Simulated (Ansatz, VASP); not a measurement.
# Two plane-wave programs on Sr3CdF2

INCAR

```
SYSTEM = Sr3CdF2
  PREC = Accurate
  ENCUT = 520
  EDIFF = 1E-6
  ISMEAR = 0
  SIGMA = 0.1
  LREAL = .False.
  LASPH = .True.
  NELM = 100
  ALGO = Normal
  ISIF = 2
  LWAVE = .False.
  LCHARG = .False.
  GGA = PE
  NBANDS = 37
```

KPOINTS

```
regular mesh
0
Gamma
  3 3 6
  0 0 0
```

Contents of POSCAR:

```
Sr3CdF2
1.0
    6.2214892900      0.0000000000      0.0000000000
   -3.1107446400      5.3879677700      0.0000000000
    0.0000000000      0.0000000000      3.7127258100
Sr Cd F
3 1 2
Direct
    0.5000000000      0.0000000000      0.5000000000
    0.5000000000      0.5000000000      0.5000000000
    0.0000000000      0.5000000000      0.5000000000
    0.0000000000      0.0000000000      0.0000000000
    0.3333333300      0.6666666700      0.0000000000
    0.6666666700      0.3333333300      0.0000000000
```

Input for Ansatz:

```yaml
crystal:
  lattice:
    - [6.22148929, 0.0, 0.0]
    - [-3.11074464, 5.38796777, 0.0]
    - [0.0, 0.0, 3.71272581]
  atoms:
    - { symbol: Sr, position: [0.5, 0.0, 0.5] }
    - { symbol: Sr, position: [0.5, 0.5, 0.5] }
    - { symbol: Sr, position: [0.0, 0.5, 0.5] }
    - { symbol: Cd, position: [0.0, 0.0, 0.0] }
    - { symbol: F, position: [0.33333333, 0.66666667, 0.0] }
    - { symbol: F, position: [0.66666667, 0.33333333, 0.0] }
basis:
  ecutwfc: 420
kpoints:
  mp_grid: { grid: [3, 3, 6] }
hamiltonian:
  xc: pbe
scf:
  occupations: { method: gaussian, width: 0.1 }
  lower_state_search: "off"
output:
  forces: true
  stress: true
  eigenvalues: true
```

Change from the starting cell: species swapped into the GdCo3B2 type (P6/mmm, No. 191).

Alike in both runs: task single point; functional PBE; k mesh 3 × 3 × 6; occupations gaussian, width 0.1 eV; no spin polarisation.

|  | VASP | Ansatz |
| --- | --- | --- |
| version | VASP 6.6.1 | Ansatz 0.2.0 |
| potentials or method | VASP PAW PBE potentials, release 64 (Sr_sv, Cd, F) | scalar-relativistic, plane waves, PAW |
| plane-wave cutoff (eV) | 520 | 420 |
| valence electrons in the cell | 56 | 64 |

```csv
,VASP,Ansatz,Ansatz less VASP
gap on the k mesh at the Fermi level (eV),none,none,-
pressure (GPa),9.5,9.2,-0.27
largest component of the traceless stress (GPa),11.83,11.86,+0.030
```

A gap of «none» marks a metal or a gap that the smearing closes. The functional is the same, so the differences come from potentials, cutoffs and numerics. The two sets of potentials don't hold the same shells in valence.

Caveats: the k mesh is coarse (spacing up to 0.39 Å⁻¹), so the values aren't converged.
